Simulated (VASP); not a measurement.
# CdSe: excitons from the Bethe-Salpeter equation, part 3 of 3

Wanted: the lowest vertical excitons of CdSe and its absorption. The cell is of the zinc-blende type, one of the forms listed for this formula. The start joins lattice constants measured in a paper with the fractional positions of a database entry.

VASP 6.6.1, plane waves and PAW; the level of theory is named at each step.

So far. Step 4 (Empty bands): WAVECAR now holds 128 bands for 18 electrons. Its independent-particle dielectric tensor has xx, yy, zz = 16.6, 16.6, 16.6 on this mesh, which isn't tested for convergence in mesh or bands and lacks local fields. Step 5 (G0W0): GW takes the gap from 0.624 to 1.352 eV. Spin-orbit coupling is left out. The value holds for 128 bands, ENCUTGW = 100 eV and this mesh, and isn't shown to be converged in them.

## (6) BSE, Tamm-Dancoff

This step: BSE on G0W0 on PBE; plane waves and PAW (Cd_GW, Se_GW) (VASP 6.6.1).

The Bethe-Salpeter equation adds the screened attraction of electron and hole to the quasiparticle pairs; ANTIRES = 0 leaves out the coupling to antiresonant pairs.

Contents of INCAR:

```
SYSTEM = CdSe
PREC = Accurate
ENCUT = 300
ISMEAR = 0
SIGMA = 0.01
LREAL = .FALSE.
GGA = PE
NBANDS = 128
ALGO = BSE
NBANDSO = 5
NBANDSV = 4
OMEGAMAX = 25
NEDOS = 1000
CSHIFT = 0.1
PRECFOCK = Fast
LWAVE = .FALSE.
LCHARG = .FALSE.
ENCUTGW = 100
ANTIRES = 0
```

Contents of POSCAR:

```
CdSe
1.0
    0.0000000000      3.0250000000      3.0250000000
    3.0250000000      0.0000000000      3.0250000000
    3.0250000000      3.0250000000      0.0000000000
Cd Se
1 1
Direct
    0.0000000000      0.0000000000      0.0000000000
    0.7500000000      0.7500000000      0.7500000000
```

Contents of KPOINTS:

```
Automatic mesh
0
Gamma
6 6 6
0 0 0
```

The projector-augmented-wave data sets are Cd_GW and Se_GW (PBE family, release 64).

Started as:

```
$ mpirun -np 8 vasp_std
```

Output:

```text
[banner, memory and clock lines left out]
running    8 mpi-ranks, on    1 nodes
 distrk:  each k-point on    8 cores,    1 groups
 distr:  one band on    1 cores,    8 groups

 POSCAR found type information on POSCAR CdSe
 POSCAR found :  2 types and       2 ions
|                                                                             |
|           W    W    AA    RRRRR   N    N  II  N    N   GGGG   !!!           |
|           W    W   A  A   R    R  NN   N  II  NN   N  G    G  !!!           |
|           W    W  A    A  R    R  N N  N  II  N N  N  G       !!!           |
|           W WW W  AAAAAA  RRRRR   N  N N  II  N  N N  G  GGG   !            |
|           WW  WW  A    A  R   R   N   NN  II  N   NN  G    G                |
|           W    W  A    A  R    R  N    N  II  N    N   GGGG   !!!           |
|                                                                             |
|     For optimal performance we recommend to set                             |
|       NCORE = 2 up to number-of-cores-per-socket                            |
|     NCORE specifies how many cores store one orbital (NPAR=cpu/NCORE).      |
|     This setting can greatly improve the performance of VASP for DFT.       |
|     The default, NCORE=1 might be grossly inefficient on modern             |
|     multi-core architectures or massively parallel machines. Do your        |
|     Unfortunately you need to use the default for GW and RPA                |
|     calculations (for HF NCORE is supported but not extensively tested      |
|     yet).                                                                   |
|                                                                             |

|                                                                             |
|           W    W    AA    RRRRR   N    N  II  N    N   GGGG   !!!           |
|           W    W   A  A   R    R  NN   N  II  NN   N  G    G  !!!           |
|           W    W  A    A  R    R  N N  N  II  N N  N  G       !!!           |
|           W WW W  AAAAAA  RRRRR   N  N N  II  N  N N  G  GGG   !            |
|           WW  WW  A    A  R   R   N   NN  II  N   NN  G    G                |
|           W    W  A    A  R    R  N    N  II  N    N   GGGG   !!!           |
|                                                                             |
|     The default for ENCUTGWSOFT is different in this version of VASP.       |
|     please manually set ENCUTGWSOFT =100 in the INCAR file.                 |
|                                                                             |

 LDA part: xc-table for (Slater+PW92), standard interpolation
 found WAVECAR, reading the header
 POSCAR, INCAR and KPOINTS ok, starting setup
 FFT: planning ... GRIDC
 FFT: planning ... GRID_SOFT
 FFT: planning ... GRID
 reading WAVECAR
 the WAVECAR file was read successfully
 initial charge from wavefunction
 available memory per node:     29.73 GB, setting MAXMEM to     30438

 The Fermi energy was updated, please check that it is located mid-gap
 values below the HOMO (VB) or above the LUMO (CB) will cause erroneous energies
 E-fermi :   2.3523

 the WAVEDER file was read successfully
 responsefunction array rank=     144

 min. memory requirement per mpi rank    144.8 MB, per node   1158.3 MB

 Doing            0  frequencies on each core in blocks of            0
 Found all WFULLXXXX.tmp files
 reading now WFULL0001.tmp
 reading now WFULL0002.tmp
 reading now WFULL0003.tmp
 reading now WFULL0004.tmp
 reading now WFULL0005.tmp
 reading now WFULL0006.tmp
 reading now WFULL0007.tmp
 reading now WFULL0008.tmp
 reading now WFULL0009.tmp
 reading now WFULL0010.tmp
 reading now WFULL0011.tmp
 reading now WFULL0012.tmp
 reading now WFULL0013.tmp
 reading now WFULL0014.tmp
 reading now WFULL0015.tmp
 reading now WFULL0016.tmp
 parallelization over k-points
 Using distributed matrix
 Using distributed eigensolver
 allocating two-electron 4 orbital integral table    5    4    5    4
 BSE setting up matrix
 available memory per node:     29.56 GB, setting MAXMEM to     30264
 Calculate matrix elements of the BSE Hamiltonian:
 Workload is divided into blocks of two-electron 4 orbital integrals computed in
  parallel.
 Each block/integral has dimensions  of (   5,   4,   5,   4) orbitals
 Total number of blocks/integrals:                23436
 Number of spins:                                     1
 Number of kpoints:                                 216
 Spin channel:                                        1
  Number of blocks of unoccupied bands:               1
  Number of blocks of occupied bands:                 1
 Number of rows/columns of blocks:                  216

                                                        Time (sec)
               Integrals                 Ranks       Real         CPU
  [         1 -       1728/     23436]     8         1.00        0.00
  [      1729 -       3456/     23436]     8         1.98        0.00
  [      3457 -       5184/     23436]     8         2.96        0.00
  [      5185 -       6912/     23436]     8         3.95        0.00
  [      6913 -       8640/     23436]     8         4.95        0.00
  [      8641 -      10368/     23436]     8         5.95        0.00
  [     10369 -      12096/     23436]     8         6.94        0.00
  [     12097 -      13824/     23436]     8         7.93        0.00
  [     13825 -      15552/     23436]     8         8.92        0.00
  [     15553 -      17280/     23436]     8         9.93        0.00
  [     17281 -      19008/     23436]     8        10.96        0.00
  [     19009 -      20736/     23436]     8        12.00        0.00
  [     20737 -      22464/     23436]     8        13.02        0.00
  [     22465 -      23328/     23436]     8        13.52        0.00
  [     23329 -      23436/     23436]     8        13.65        0.00

 BSE redistributing all elements
 BSE diagonalizing matrix PDSYEVX_ZHEEVX_DESC
 BSE calculating oscillator strength
```

Run time: 21 s. Hardware: 8 MPI ranks of AMD EPYC 9R45, shared host; peak memory 2.7 GiB.

OUTCAR, selected parts (step 6):

```text
   NELECT =      18.0000    total number of electrons

 E-fermi :   2.3523

[... 8 parts as in an earlier step ...]

[... 2 further parts left out ...]
```

Numbers from this step:

| Quantity | Value |
| --- | --- |
| lowest excitation | 1.223 eV |

The imaginary dielectric function, xx has structure finer than the step of the table below, so its rows give means over 1 eV, whole bins alone (the curve runs from 0 to 25 eV). Peaks (eV: height): 1.3: 29.6, 2.8: 16.2, 3.7: 20.1, 4.9: 18.0, 5.8: 9.36, 7.3: 8.76.

From 5 filled and 4 empty bands alone, without any pair above OMEGAMAX = 25 eV, so strength is missing wherever others contribute; lines are broadened by CSHIFT, which also makes the tail under the first line. Imaginary dielectric function, xx against photon energy; means over each step:

```tsv
photon energy (eV)	imaginary dielectric function, xx
1	8.46
2	1.43
3	5.22
4	6.91
5	7.74
6	5.71
7	6.07
8	5.21
9	2.85
10	1.24
11	0.867
12	0.506
13	0.343
14	0.146
15	0.190
16	0.270
17	0.112
18	0.0701
19	0.0154
20	0.00892
21	0.00595
22	0.00480
23	0.00401
24	0.00340
```

Some of the lowest 40 states alone, with states under 2.5 meV apart joined, scaled to the strongest line shown. Lines of the exciton spectrum (strongest = 100):

```tsv
position (eV)	lines merged	oscillator strength
1.223	3	100
2.750	3	49
2.799	3	0.0
2.805	2	0.0
2.821	8	0.1
3.685	3	60
3.724	3	0.0
3.732	2	0.0
3.754	8	0.0
```

The lowest excitation lies at 1.223 eV, -129 meV against the direct gap of these orbitals, a distance that this coarse mesh makes far too large. Peak heights aren't converged with the mesh, least of all at the onset.

## (7) Without the electron-hole attraction

This step: BSE on G0W0 on PBE, without the electron-hole attraction; plane waves and PAW (Cd_GW, Se_GW) (VASP 6.6.1).

LADDER = .FALSE. removes the attraction and keeps the local fields, which shows what the attraction does.

INCAR, as its differences from that of step 6:

```diff
@@ -19 +19,2 @@
 ANTIRES = 0
+LADDER = .FALSE.
```

POSCAR is that of step 6.

KPOINTS is that of step 6.

Started as:

```
$ mpirun -np 8 vasp_std
```

Output:

```text
[banner, memory and clock lines left out]
 LDA part: xc-table for (Slater+PW92), standard interpolation
 found WAVECAR, reading the header
 POSCAR, INCAR and KPOINTS ok, starting setup
 FFT: planning ... GRIDC
 FFT: planning ... GRID_SOFT
 FFT: planning ... GRID
 reading WAVECAR
 the WAVECAR file was read successfully
 initial charge from wavefunction
 available memory per node:     28.82 GB, setting MAXMEM to     29515

 Doing            0  frequencies on each core in blocks of            0
 parallelization over k-points
 Using distributed matrix
 Using distributed eigensolver
 allocating two-electron 4 orbital integral table    5    4    5    4
 BSE setting up matrix
 available memory per node:     28.69 GB, setting MAXMEM to     29381
 Calculate matrix elements of the BSE Hamiltonian:
 Workload is divided into blocks of two-electron 4 orbital integrals computed in
  parallel.
 Each block/integral has dimensions  of (   5,   4,   5,   4) orbitals
 Total number of blocks/integrals:                23436
 Number of spins:                                     1
 Number of kpoints:                                 216
 Spin channel:                                        1
  Number of blocks of unoccupied bands:               1
  Number of blocks of occupied bands:                 1
 Number of rows/columns of blocks:                  216

                                                        Time (sec)
               Integrals                 Ranks       Real         CPU
  [         1 -       1728/     23436]     8         0.63        0.00
  [      1729 -       3456/     23436]     8         1.28        0.00
  [      3457 -       5184/     23436]     8         1.92        0.00
  [      5185 -       6912/     23436]     8         2.57        0.00
  [      6913 -       8640/     23436]     8         3.20        0.00
  [      8641 -      10368/     23436]     8         3.82        0.00
  [     10369 -      12096/     23436]     8         4.45        0.00
  [     12097 -      13824/     23436]     8         5.08        0.00
  [     13825 -      15552/     23436]     8         5.70        0.00
  [     15553 -      17280/     23436]     8         6.31        0.00
  [     17281 -      19008/     23436]     8         6.93        0.00
  [     19009 -      20736/     23436]     8         7.56        0.00
  [     20737 -      22464/     23436]     8         8.19        0.00
  [     22465 -      23328/     23436]     8         8.50        0.00
  [     23329 -      23436/     23436]     8         8.58        0.00

[... 7 parts as in an earlier step ...]
```

The job ended after 16 s (8 MPI ranks; peak memory 2.5 GiB).

From OUTCAR (step 7):

```text
   NELECT =      18.0000    total number of electrons

 E-fermi :   2.3523

[... 8 parts as in an earlier step ...]

[... 2 further parts left out ...]
```

This step gave:

```yaml
lowest_excitation: 1.355 eV
```

The imaginary dielectric function, xx has structure finer than the step of the table below, so its rows give means over 1 eV, whole bins alone (the curve runs from 0 to 25 eV). Peaks (eV: height): 1.4: 27.2, 2.9: 11.2, 3.9: 10.8, 5.3: 11.5, 6.1: 10.4, 8.1: 8.40, 8.7: 8.48.

From 5 filled and 4 empty bands alone, without any pair above OMEGAMAX = 25 eV, so strength is missing wherever others contribute; lines are broadened by CSHIFT, which also makes the tail under the first line. Table of imaginary dielectric function, xx by photon energy; means over each step:

photon energy (eV), imaginary dielectric function, xx and a bar:
```
        1        6.8 ##############################
        2        1.7 ########
        3        3.5 ###############
        4        5.4 ########################
        5        5.3 #######################
        6        6.0 ##########################
        7        4.7 #####################
        8        5.8 ##########################
        9        5.0 ######################
       10        4.2 ###################
       11        1.9 ########
       12        1.3 ######
       13        0.7 ###
       14        0.3 #
       15        0.1 #
       16        0.2 #
       17        0.3 #
       18        0.1 #
       19        0.0 
       20        0.0 
       21        0.0 
       22        0.0 
       23        0.0 
       24        0.0
```

The lowest excitation lies at 1.355 eV, +132 meV against the Tamm-Dancoff singlet. Peak heights aren't converged with the mesh, least of all at the onset.

## (8) Independent quasiparticles

This step: BSE on G0W0 on PBE, independent quasiparticles; plane waves and PAW (Cd_GW, Se_GW) (VASP 6.6.1).

With LADDER and LHARTREE off the pairs don't interact at all, so the lowest line must equal the direct gap.

INCAR, as its differences from that of step 7:

```diff
@@ -20 +20,2 @@
 LADDER = .FALSE.
+LHARTREE = .FALSE.
```

POSCAR is that of step 7.

KPOINTS is that of step 7.

Started as:

```
$ mpirun -np 8 vasp_std
```

Output:

```text
[banner, memory and clock lines left out]
 LDA part: xc-table for (Slater+PW92), standard interpolation
 found WAVECAR, reading the header
 POSCAR, INCAR and KPOINTS ok, starting setup
 FFT: planning ... GRIDC
 FFT: planning ... GRID_SOFT
 FFT: planning ... GRID
 reading WAVECAR
 the WAVECAR file was read successfully
 initial charge from wavefunction
 available memory per node:     28.30 GB, setting MAXMEM to     28983

 Doing            0  frequencies on each core in blocks of            0
 parallelization over k-points
 Using distributed matrix
 Using distributed eigensolver
 allocating two-electron 4 orbital integral table    5    4    5    4
 BSE setting up matrix
 available memory per node:     28.18 GB, setting MAXMEM to     28861
 Calculate matrix elements of the BSE Hamiltonian:
 Workload is divided into blocks of two-electron 4 orbital integrals computed in
  parallel.
 Each block/integral has dimensions  of (   5,   4,   5,   4) orbitals
 Total number of blocks/integrals:                23436
 Number of spins:                                     1
 Number of kpoints:                                 216
 Spin channel:                                        1
  Number of blocks of unoccupied bands:               1
  Number of blocks of occupied bands:                 1
 Number of rows/columns of blocks:                  216

                                                        Time (sec)
               Integrals                 Ranks       Real         CPU
  [         1 -       1728/     23436]     8         0.08        0.00
  [      1729 -       3456/     23436]     8         0.17        0.00
  [      3457 -       5184/     23436]     8         0.25        0.00
  [      5185 -       6912/     23436]     8         0.33        0.00
  [      6913 -       8640/     23436]     8         0.41        0.00
  [      8641 -      10368/     23436]     8         0.50        0.00
  [     10369 -      12096/     23436]     8         0.58        0.00
  [     12097 -      13824/     23436]     8         0.66        0.00
  [     13825 -      15552/     23436]     8         0.74        0.00
  [     15553 -      17280/     23436]     8         0.83        0.00
  [     17281 -      19008/     23436]     8         0.91        0.00
  [     19009 -      20736/     23436]     8         0.99        0.00
  [     20737 -      22464/     23436]     8         1.08        0.00
  [     22465 -      23328/     23436]     8         1.12        0.00
  [     23329 -      23436/     23436]     8         1.13        0.00

[... 7 parts as in an earlier step ...]
```

Wall time 7.6 s (8 MPI ranks); peak memory 2.5 GiB.

OUTCAR, selected parts (step 8):

```text
   NELECT =      18.0000    total number of electrons

 E-fermi :   2.3523

[... 8 parts as in an earlier step ...]

[... 2 further parts left out ...]
```

This step gave:

* lowest excitation: 1.352 eV

The imaginary dielectric function, xx has structure finer than the step of the table below, so its rows give means over 1 eV, whole bins alone (the curve runs from 0 to 25 eV). Peaks (eV: height): 1.4: 26.9, 2.9: 11.8, 3.9: 12.1, 5.2: 14.9, 6.0: 12.7, 7.4: 10.1.

From 5 filled and 4 empty bands alone, without any pair above OMEGAMAX = 25 eV, so strength is missing wherever others contribute; lines are broadened by CSHIFT, which also makes the tail under the first line. Imaginary dielectric function, xx against photon energy; means over each step:

```tsv
photon energy (eV)	imaginary dielectric function, xx
1	6.86
2	1.71
3	3.60
4	5.69
5	6.29
6	7.12
7	7.24
8	7.19
9	3.79
10	1.58
11	0.832
12	0.452
13	0.299
14	0.131
15	0.133
16	0.269
17	0.222
18	0.114
19	0.0354
20	0.0121
21	0.00705
22	0.00555
23	0.00456
24	0.00385
```

The lowest excitation lies at 1.352 eV, +129 meV against the Tamm-Dancoff singlet. Peak heights aren't converged with the mesh, least of all at the onset.

## (9) Summary

This step: BSE on G0W0 on PBE; plane waves and PAW (VASP 6.6.1).

Derived from the runs above.

Cost is wall time times ranks on a shared host, for this step alone, without the steps before it. Excitations by level:

```tsv
level	first excitation (eV)	cost (core minutes)
BSE, Tamm-Dancoff	1.223	2.8
without the electron-hole attraction	1.355	2.08
independent quasiparticles	1.352	1.01
```

## (10) What came out

```yaml
bse_tamm_dancoff: lowest vertical excitation 1.223 eV; direct gap 1.352 eV
without_the_electron_hole_attraction: lowest vertical excitation 1.355 eV; direct gap 1.352 eV
independent_quasiparticles: lowest vertical excitation 1.352 eV; direct gap 1.352 eV
```

In words: The Bethe-Salpeter equation puts the lowest vertical singlet excitation at 1.223 eV, 0.13 eV below the direct gap of 1.352 eV; the states within 10 meV of it carry 100 % of the strength of the strongest such group among the lowest 40 states. The attraction moves the centre of weight of eps2 xx over the computed range by -1.04 eV against the run without the attraction, a shift that holds the same mesh error. The binding energy was not obtained: in a well-screened crystal the exciton spreads over many cells, and on this mesh its distance from the gap is set by the mesh and is far too large. On such a mesh the heights of single peaks aren't converged either. Bands, response cutoff and mesh of the GW step weren't tested in this session. Only the bands set by NBANDSO and NBANDSV form pairs, and any pair above OMEGAMAX = 25 eV is dropped, so the spectrum is that of this window; the window can cut degenerate bands. Spin-orbit coupling is left out; with Cd and Se in the cell it can split or shift band edges, by an amount that depends on which atoms form them and isn't tested here. The given cell is kept, although it stands at +3.7 GPa at PBE and ENCUT = 300 eV, which holds the mismatch of the given cell with this functional and any basis-set error; the relaxation of the atoms, at PBE and ENCUT = 400 eV, gave +3.8 GPa. Not tabulated here, as repeats of values shown or as unfit to read for their mesh, reference level or band range: gaps (relaxation); eps2 curves (empty bands); eps1 curves and static values (BSE, empty bands, independent quasiparticles, without the electron-hole attraction); exciton binding energies (BSE); line lists of runs without attraction (independent quasiparticles, without the electron-hole attraction).

[Lines on the potential files, build, host, timing and source positions are cut from VASP's logs without a mark.]

[Logs are printed without paths, hosts, clocks, repeated set-up lines and the standing remarks that a program may print on its own settings, such as how far it seeks lower states.]

[Hosts, paths, dates, database ids (printed as entryN), source tags and the programs' standing remarks are cut or masked in the printed files.]

[Pressures printed for these runs are not shown converged in the cutoff: they can be off by several GPa and have the wrong sign.]
